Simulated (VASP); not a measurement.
# Pt (Fm-3m) in VASP: elastic constants with r2SCAN

Aim: the elastic constants of Pt with r2SCAN.

All numbers are computed with VASP 6.6.1; they aren't measurements. Logs are shortened: lines on timing, memory, paths and dates and some standing lists are left out, and cuts for length are marked.

## 1. The structure

The structure is cubic, space group Fm-3m (No. 225). Conventional cell: a = 3.943 Å, b = 3.943 Å, c = 3.943 Å, α = 90.00°, β = 90.00°, γ = 90.00°. Pt (site symmetry m-3m) is surrounded by 12 Pt at 2.79 Å.

## 2. Elastic constants, r2SCAN

POSCAR reads:

```
Pt
1.0
    0.0000000000      1.9715751800      1.9715751800
    1.9715751800      0.0000000000      1.9715751800
    1.9715751800      1.9715751800      0.0000000000
Pt
1
Direct
    0.0000000000      0.0000000000      0.0000000000
```

INCAR.step1 reads:

```
  ALGO = Normal
  EDIFF = 1E-8
  EDIFFG = -0.002
  ENCUT = 700
  IBRION = 2
  ISIF = 3
  ISMEAR = 0
  LASPH = True
  LCHARG = False
  LMIXTAU = True
  LREAL = False
  LWAVE = False
  METAGGA = R2SCAN
  NELM = 100
  NSW = 40
  PREC = Accurate
  SIGMA = 0.1
```

INCAR.step2 reads:

```
  ALGO = Normal
  EDIFF = 1E-8
  ENCUT = 700
  IBRION = 6
  ISIF = 3
  ISMEAR = 0
  LASPH = True
  LCHARG = False
  LMIXTAU = True
  LREAL = False
  LWAVE = False
  METAGGA = R2SCAN
  NELM = 100
  NFREE = 2
  NSW = 1
  POTIM = 0.015
  PREC = Accurate
  SIGMA = 0.1
```

KPOINTS reads:

```
k-points
0
Gamma
  22 22 22
```

Potentials or basis: VASP PAW PBE potentials, release 64 (Pt).

Command:

```console
cat potpaw_PBE.64/Pt/POTCAR > POTCAR
cp INCAR.step1 INCAR
mpirun -np 1 vasp_std > vasp.out
cp CONTCAR POSCAR
cp INCAR.step2 INCAR
mpirun -np 1 vasp_std > vasp.out
```

OUTCAR:

```text
EDIFF = 1E-8
   ENCUT = 700
   IBRION = 6
   ISIF = 3
   ISMEAR = 0
   LASPH = True
   LREAL = False
   METAGGA = R2SCAN
   NELM = 100
   NFREE = 2
   NSW = 1
   POTIM = 0.015
   PREC = Accurate

 ion  position               nearest neighbor table
   1  0.000  0.000  0.000-

  LATTYP: Found a face centered cubic cell.
 ALAT       =     3.9436336735

  Lattice vectors:

 A1 = (   0.0000000000,   1.9718168368,   1.9718168368)
 A2 = (   1.9718168368,   0.0000000000,   1.9718168368)
 A3 = (   1.9718168368,   1.9718168368,   0.0000000000)

Analysis of symmetry for initial positions (statically):
=====================================================================
 Subroutine PRICEL returns:
 Original cell was already a primitive cell.

 Routine SETGRP: Setting up the symmetry group for a
 face centered cubic supercell.

 Subroutine GETGRP returns: Found 48 space group operations
 (whereof 48 operations were pure point group operations)
 out of a pool of 48 trial point group operations.

The static configuration has the point symmetry O_h .

Analysis of symmetry for dynamics (positions and initial velocities):
=====================================================================
 Subroutine PRICEL returns:
 Original cell was already a primitive cell.

 Routine SETGRP: Setting up the symmetry group for a
 face centered cubic supercell.

 Subroutine GETGRP returns: Found 48 space group operations
 (whereof 48 operations were pure point group operations)
 out of a pool of 48 trial point group operations.

The dynamic configuration has the point symmetry O_h .

 Subroutine INISYM returns: Found 48 space group operations
 (whereof 48 operations are pure point group operations),
 and found     1 'primitive' translations

----------------------------------------------------------------------------------------

                                     Primitive cell

[... 329 lines left out ...]
 cond. band min:      10.6854817673   @ k =  -0.4545   0.0909   0.0455
 fundamental gap:      0.0022874874
 Fermi energy:        10.6834191565

 k-point     1 :       0.0000    0.0000    0.0000
  band No.  band energies     occupation
      1       0.3956      2.00000
      2       6.8875      2.00000
      3       6.8875      2.00000
      4       6.8875      2.00000
      5       8.9923      2.00000
      6       8.9923      2.00000
      7      26.2264      0.00000
      8      31.3012      0.00000
      9      31.3012      0.00000
[... 265 lines left out ...]
 k-point    24 :      -0.4545    0.0455    0.0000
  band No.  band energies     occupation
      1       3.3718      2.00000
      2       6.7544      2.00000
      3       6.8517      2.00000
      4       9.6379      2.00000
      5      10.6232      1.60531
      6      11.4260      0.00000
      7      16.9687      0.00000
      8      26.0268      0.00000
      9      30.2236      0.00000

 [... further k-points ...]
[... 5 lines left out ...]
  --------------------------------------------------------------------------------------
  -------------------------------------------------------------------------------------
  Total       -0.0000337     -0.0000337     -0.0000337      0.0000000      0.0000000      0.0000000
  in kB       -0.0035249     -0.0035249     -0.0035249      0.0000000      0.0000000      0.0000000
  external PRESSURE =      -0.0035249 kB  Pullay stress =       0.0000000 kB
[... 16 lines left out ...]
  FREE ENERGIE OF THE ION-ELECTRON SYSTEM (eV)
  ---------------------------------------------------
  free  energy   TOTEN  =       -51.5059940173 eV

  energy  without entropy=      -51.4967644700  energy(sigma->0) =      -51.50137924

 INTERNAL STRAIN TENSORS FROM STRAINED CELLS
 ============================================

 INTERNAL STRAIN TENSOR FOR ION    1 for displacements in x,y,z  (eV/Angst):
          X           Y           Z          XY          YZ          ZX
  --------------------------------------------------------------------------------
  x     0.00000     0.00000     0.00000     0.00000     0.00000    -0.00000
  y     0.00000     0.00000     0.00000     0.00000    -0.00000     0.00000
  z     0.00000     0.00000     0.00000     0.00000     0.00000     0.00000

 INTERNAL STRAIN TENSORS FROM DISPLACED ATOMS
 ============================================

 INTERNAL STRAIN TENSOR FOR ION    1 for displacements in x,y,z  (eV/Angst):
          X           Y           Z          XY          YZ          ZX
  --------------------------------------------------------------------------------
  x     0.00000     0.00000     0.00000     0.00000     0.00000     0.00000
  y     0.00000     0.00000     0.00000     0.00000     0.00000     0.00000
  z     0.00000     0.00000     0.00000     0.00000     0.00000     0.00000

 Eigenvectors and eigenvalues of the dynamical matrix
 ----------------------------------------------------

   1 f/i=    0.000000 THz     0.000000 2PiTHz    0.000000 cm-1     0.000000 meV
             X         Y         Z           dx          dy          dz
      0.000000  0.000000  0.000000     1.000000    0.000000    0.000000

   2 f/i=    0.000000 THz     0.000000 2PiTHz    0.000000 cm-1     0.000000 meV
             X         Y         Z           dx          dy          dz
      0.000000  0.000000  0.000000     0.000000    1.000000    0.000000

   3 f/i=    0.000000 THz     0.000000 2PiTHz    0.000000 cm-1     0.000000 meV
             X         Y         Z           dx          dy          dz
      0.000000  0.000000  0.000000     0.000000    0.000000    1.000000

--------------------------------------------------------------------------------------------------------

 ELASTIC MODULI CONTR FROM IONIC RELAXATION (kBar)
 Direction    XX          YY          ZZ          XY          YZ          ZX
 --------------------------------------------------------------------------------
 XX           0.0000      0.0000      0.0000      0.0000      0.0000      0.0000
 YY           0.0000      0.0000      0.0000      0.0000      0.0000      0.0000
 ZZ           0.0000      0.0000      0.0000      0.0000      0.0000      0.0000
 XY           0.0000      0.0000      0.0000      0.0000      0.0000      0.0000
 YZ           0.0000      0.0000      0.0000      0.0000      0.0000      0.0000
 ZX           0.0000      0.0000      0.0000      0.0000      0.0000      0.0000
 --------------------------------------------------------------------------------

 TOTAL ELASTIC MODULI (kBar)
 Direction    XX          YY          ZZ          XY          YZ          ZX
 --------------------------------------------------------------------------------
 XX        3297.9450   2445.0038   2445.0038      0.0000     -0.0000     -0.0000
 YY        2445.0038   3297.9450   2445.0038      0.0000     -0.0000     -0.0000
 ZZ        2445.0038   2445.0038   3297.9450     -0.0000      0.0000      0.0000
 XY           0.0000      0.0000     -0.0000    635.0871      0.0000      0.0000
 YZ          -0.0000     -0.0000      0.0000      0.0000    635.0871      0.0000
 ZX          -0.0000     -0.0000      0.0000      0.0000      0.0000    635.0871
 --------------------------------------------------------------------------------
```

Wall time 2.9 h (1 thread of Intel Xeon Platinum 8259CL at 2.50GHz (Skylake/Cascade Lake), shared host); peak memory 1.2 GiB.

Results:

- Elastic constants C11, C12, C44: 330, 245, 64 GPa
- Voigt bulk modulus: 273 GPa

Elastic tensor in Voigt notation (GPa, in the Cartesian axes of the cell as first typed):
```
330 245 245   0   0   0
245 330 245   0   0   0
245 245 330   0   0   0
  0   0   0  64   0   0
  0   0   0   0  64   0
  0   0   0   0   0  64
```

Clamped-ion elastic tensor (GPa):
```
330 245 245   0   0   0
245 330 245   0   0   0
245 245 330   0   0   0
  0   0   0  64   0   0
  0   0   0   0  64   0
  0   0   0   0   0  64
```

Caveat: the PAW data sets were made with another functional, which shifts forces and pressure a little. The run has no spin-orbit coupling, so splittings on Pt are missing.
